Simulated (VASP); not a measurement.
Data:

```xyz
63
Lattice="8.7583 0.0000 0.0000 0.0000 8.7583 0.0000 0.0000 0.0000 8.7583" Properties=species:S:1:pos:R:3 pbc="T T T"
Si     4.3874     0.0198     0.0160
Si     6.5764     2.1972     0.0001
Si     6.5767     0.0040     2.1940
Si     0.0098     0.0045     0.0005
Si     2.2112     2.1951     0.0156
Si     4.3887     4.3841     8.7580
Si     6.5759     6.5829     8.7445
Si     2.2130     0.0212     2.1897
Si     6.5814     4.3899     2.1116
Si     4.3903     0.0054     4.3789
Si     6.5827     2.1152     4.3867
Si     6.5765     8.7483     6.5786
Si     0.0166     4.3838     8.7443
Si     2.1970     6.5765     0.0013
Si     0.0065     2.1908     2.1871
Si     2.1964     4.3842     2.1935
Si     4.3828     6.5730     2.1867
Si     0.0181     8.7485     4.3795
Si     2.1972     2.1986     4.3794
Si     4.3081     4.3908     4.3869
Si     6.5684     6.5626     4.3722
Si     2.1976     0.0054     6.5715
Si     4.3827     2.1908     6.5691
Si     6.5682     4.3765     6.5592
Si     0.0070     6.5733     2.1858
Si     8.7540     4.3764     4.3720
Si     2.1821     6.5841     4.3793
Si     0.0073     2.1893     6.5684
Si     2.1817     4.3853     6.5785
Si     4.3814     6.5742     6.5690
Si     0.0039     6.5703     6.5657
C      5.5970     1.0045     1.0010
C      7.6970     3.2905     1.0578
C      7.6973     1.0622     3.2872
C      1.1063     1.0981     1.0930
C      3.1954     3.4043     1.0004
C      5.4818     5.5047     1.0576
C      7.6806     7.6585     1.0872
C      3.1993     1.0076     3.3978
C      7.6674     5.4757     3.2764
C      5.4825     1.0617     5.5012
C      7.6678     3.2811     5.4722
C      7.6811     1.0912     7.6543
C      1.0927     5.4880     1.0875
C      3.2900     7.6734     1.0935
C      1.0971     3.2904     3.2856
C      3.2541     5.5052     3.2870
C      5.4825     7.6634     3.2855
C      1.0939     1.0920     5.4834
C      3.2537     3.2913     5.5018
C      5.4731     5.4765     5.4722
C      7.6684     7.6576     5.4708
C      3.2899     1.0976     7.6700
C      5.4817     3.2898     7.6595
C      7.6678     5.4757     7.6537
C      1.0970     7.6629     3.2828
C      1.0909     5.4763     5.4703
C      3.2840     7.6599     5.4829
C      1.0954     3.2889     7.6569
C      3.2828     5.4890     7.6542
C      5.4810     7.6617     7.6574
C      1.1013     7.6671     7.6624
B      5.5117     3.3201     3.3168
```
Cell charge -1.

These are HSE06 screened hybrid, VASP's PBE PAW potentials (set 64) (plane waves; VASP) values and carry that method's errors. Settings: PREC = Normal, LREAL = Auto, ISYM = 0, NELECT = 252.0, EDIFF = 1E-5, 400 eV cut-off, 1×1×1 Γ-centred mesh, Gaussian smearing of 0.050 eV, potentials Si C B. Starting moments (MAGMOM): 63*0.0317. The cell's moment is fixed (NUPDOWN = 2).

The cell is charged, with a uniform compensating background. The supercell is sampled at Γ alone, which is coarse: total energies, pressure and levels can be off, energies of defects by several tenths of an eV.

Task: Estimate the cell moment, energy per atom (σ→0).

Result: 
```yaml
cell_moment: 2.00 μB
energy per atom (σ→0): -8.419 eV/atom
```

Task: Give the moment on each site (PAW-sphere projection).

Result: 
```csv
site,moment (μB)
Si1,-0.01
Si2,-0.01
Si3,-0.01
Si4,0.00
Si5,-0.01
Si6,-0.01
Si7,0.00
Si8,-0.01
Si9,0.01
Si10,-0.01
Si11,0.01
Si12,0.00
Si13,0.00
Si14,0.00
Si15,0.00
Si16,-0.01
Si17,0.00
Si18,0.00
Si19,-0.01
Si20,0.01
Si21,0.00
Si22,0.00
Si23,0.00
Si24,0.00
Si25,0.01
Si26,0.00
Si27,0.00
Si28,0.01
Si29,0.00
Si30,0.01
Si31,0.00
C32,0.31
C33,0.00
C34,0.00
C35,0.00
C36,0.31
C37,0.00
C38,0.03
C39,0.31
C40,0.00
C41,0.00
C42,0.00
C43,0.03
C44,0.03
C45,0.00
C46,0.00
C47,0.00
C48,0.00
C49,0.03
C50,0.00
C51,0.00
C52,0.00
C53,0.00
C54,0.00
C55,0.00
C56,0.02
C57,0.00
C58,0.03
C59,0.02
C60,0.03
C61,0.02
C62,0.00
B63,-0.03
```

The absolute energy has meaning only against runs of the same code, potentials and settings.

The cell is a supercell with a defect, built from SiC (zinc blende): B_C-vac_Si, charge -1. The cell's shape comes from a PBE relaxation.
